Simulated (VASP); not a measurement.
Here is the system:

```yaml
crystal:
  lattice:
    - [0.00000, 2.93500, 2.93500]
    - [2.93500, 0.00000, 2.93500]
    - [2.93500, 2.93500, 0.00000]
  atoms:
    - { symbol: In, position: [0.00000, 0.00000, 0.00000] }
    - { symbol: P, position: [0.25000, 0.25000, 0.25000] }
```

Level of theory: G0W0 on PBE orbitals, VASP's PBE PAW potentials (set 64) (plane waves; VASP). Numerical set-up: PREC = Normal, 500 eV cut-off, 4×4×4 Γ-centred mesh, Gaussian smearing of 0.010 eV, potentials In_d_GW P_GW.

The mesh is coarse and the basis finite, so the quasiparticle values are not converged.

NBANDS = 240, ENCUTGW = 250 eV, NOMEGA = 64. The PBE levels (eV) that the step starts from are:

```
state                           KS energy  filling
------------------------------  ---------  -------
k1 (0.00, 0.00, 0.00), band 6       -7.58        2
k1 (0.00, 0.00, 0.00), band 7        3.91        2
k1 (0.00, 0.00, 0.00), band 8        3.91        2
k1 (0.00, 0.00, 0.00), band 9        3.91        2
k1 (0.00, 0.00, 0.00), band 10       4.58        0
k1 (0.00, 0.00, 0.00), band 11       7.97        0
k1 (0.00, 0.00, 0.00), band 12       7.97        0
k1 (0.00, 0.00, 0.00), band 13       7.97        0
k3 (0.50, 0.00, 0.00), band 6       -5.87        2
k3 (0.50, 0.00, 0.00), band 7       -1.81        2
k3 (0.50, 0.00, 0.00), band 8        2.94        2
k3 (0.50, 0.00, 0.00), band 9        2.94        2
k3 (0.50, 0.00, 0.00), band 10       5.38        0
k3 (0.50, 0.00, 0.00), band 11       8.69        0
k3 (0.50, 0.00, 0.00), band 12       8.69        0
k3 (0.50, 0.00, 0.00), band 13      11.00        0
k4 (0.25, 0.25, 0.00), band 6       -6.69        2
k4 (0.25, 0.25, 0.00), band 7        0.57        2
k4 (0.25, 0.25, 0.00), band 8        2.51        2
k4 (0.25, 0.25, 0.00), band 9        2.51        2
k4 (0.25, 0.25, 0.00), band 10       6.38        0
k4 (0.25, 0.25, 0.00), band 11       7.02        0
k4 (0.25, 0.25, 0.00), band 12      10.26        0
k4 (0.25, 0.25, 0.00), band 13      10.26        0
```

**Question.** Give the quasiparticle energies and renormalisation factors Z.

**Answer.** 
| state | QP energy (eV) | Z |
|---|---|---|
| k1 (0.00, 0.00, 0.00), band 6 | -8.00 | 0.60 |
| k1 (0.00, 0.00, 0.00), band 7 | 3.33 | 0.74 |
| k1 (0.00, 0.00, 0.00), band 8 | 3.33 | 0.74 |
| k1 (0.00, 0.00, 0.00), band 9 | 3.33 | 0.74 |
| k1 (0.00, 0.00, 0.00), band 10 | 4.51 | 0.75 |
| k1 (0.00, 0.00, 0.00), band 11 | 7.96 | 0.75 |
| k1 (0.00, 0.00, 0.00), band 12 | 7.96 | 0.75 |
| k1 (0.00, 0.00, 0.00), band 13 | 7.96 | 0.75 |
| k3 (0.50, 0.00, 0.00), band 6 | -6.41 | 0.66 |
| k3 (0.50, 0.00, 0.00), band 7 | -2.45 | 0.68 |
| k3 (0.50, 0.00, 0.00), band 8 | 2.33 | 0.73 |
| k3 (0.50, 0.00, 0.00), band 9 | 2.33 | 0.73 |
| k3 (0.50, 0.00, 0.00), band 10 | 5.30 | 0.76 |
| k3 (0.50, 0.00, 0.00), band 11 | 8.66 | 0.74 |
| k3 (0.50, 0.00, 0.00), band 12 | 8.66 | 0.74 |
| k3 (0.50, 0.00, 0.00), band 13 | 10.74 | 0.72 |
| k4 (0.25, 0.25, 0.00), band 6 | -7.18 | 0.64 |
| k4 (0.25, 0.25, 0.00), band 7 | -0.05 | 0.71 |
| k4 (0.25, 0.25, 0.00), band 8 | 1.88 | 0.73 |
| k4 (0.25, 0.25, 0.00), band 9 | 1.88 | 0.73 |
| k4 (0.25, 0.25, 0.00), band 10 | 6.26 | 0.76 |
| k4 (0.25, 0.25, 0.00), band 11 | 6.95 | 0.74 |
| k4 (0.25, 0.25, 0.00), band 12 | 10.27 | 0.73 |
| k4 (0.25, 0.25, 0.00), band 13 | 10.27 | 0.73 |
On the mesh the gap opens from 0.67 to 1.17 eV.

The compound is InP in the zinc blende structure. The cell was not relaxed at this level. The k-mesh is coarse (spacing up to 0.46 per Å, 2π included), so the numbers may not be converged in it.
